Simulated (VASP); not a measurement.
# From VASP inputs to Ansatz: NaGeCl3 (cubic perovskite)

INCAR

```
LREAL = .FALSE.
NELM = 120
LWAVE = .FALSE.
SIGMA = 0.02
NBANDS = 29
PREC = Accurate
LASPH = .TRUE.
LCHARG = .FALSE.
GGA = PE
IBRION = -1
NSW = 0
ISMEAR = -1
ISIF = 2
ENCUT = 520
EDIFF = 1E-7
```

KPOINTS

```
KPOINTS created by Atomic Simulation Environment
0
Gamma
6 6 6
0 0 0
```

KPOINTS_OPT

```
special points
4
Reciprocal
0.0000000000 0.0000000000 0.0000000000 1
0.0000000000 0.5000000000 0.0000000000 1
0.5000000000 0.5000000000 0.0000000000 1
0.5000000000 0.5000000000 0.5000000000 1
```

POSCAR

```
Na Ge Cl
 1.0000000000000000
     5.1908704463933084   -0.0000000000000000   -0.0000000000000000
    -0.0000000000000000    5.1908704463933084   -0.0000000000000000
     0.0000000000000000    0.0000000000000000    5.1908704463933084
 Na  Ge  Cl
   1   1   3
Cartesian
 -0.0000000000000000  0.0000000000000000  0.0000000000000000
  2.5954352231966542  2.5954352231966542  2.5954352231966542
  2.5954352231966542  2.5954352231966542 -0.0000000000000000
  2.5954352231966542 -0.0000000000000000  2.5954352231966542
  0.0000000000000000  2.5954352231966542  2.5954352231966542
```

VASP ran with the recommended PBE PAW datasets (42 valence electrons in the cell).

Problem. Translate these files to an Ansatz input.

Solution. 

```yaml
crystal:
  lattice:
    - [5.1908704464, 0.0, 0.0]
    - [0.0, 5.1908704464, 0.0]
    - [0.0, 0.0, 5.1908704464]
  atoms:
    - { symbol: Na, position: [0.0, 0.0, 0.0] }
    - { symbol: Ge, position: [0.5, 0.5, 0.5] }
    - { symbol: Cl, position: [0.5, 0.5, 0.0] }
    - { symbol: Cl, position: [0.5, 0.0, 0.5] }
    - { symbol: Cl, position: [0.0, 0.5, 0.5] }
kpoints:
  mp_grid: { grid: [6, 6, 6] }
  band_path:
    path: [[0.0, 0.0, 0.0], [0.0, 0.5, 0.0], [0.5, 0.5, 0.0], [0.5, 0.5, 0.5]]
    npoints: 1
hamiltonian:
  xc: pbe
scf:
  occupations: { method: fermi_dirac, width: 0.02 }
  n_extra_bands: 5
output:
  forces: true
  stress: true
  eigenvalues: true
  write_density: true
  write_potential: true
  elf: true
  volumetric_format: npy
```

Other inputs would serve too.

```json
{"": "gap between bands v and c", "VASP": "0.67 eV", "Ansatz": "0.67 eV"}
{"": "least direct gap", "VASP": "0.67 eV", "Ansatz": "0.67 eV"}
{"": "pressure", "VASP": "0.5 GPa", "Ansatz": "0.6 GPa"}
```

Datasets and cutoffs are each program's own. VASP's cell holds 42 valence electrons and Ansatz's 44. Ansatz's stress includes a Pulay correction; VASP's doesn't.
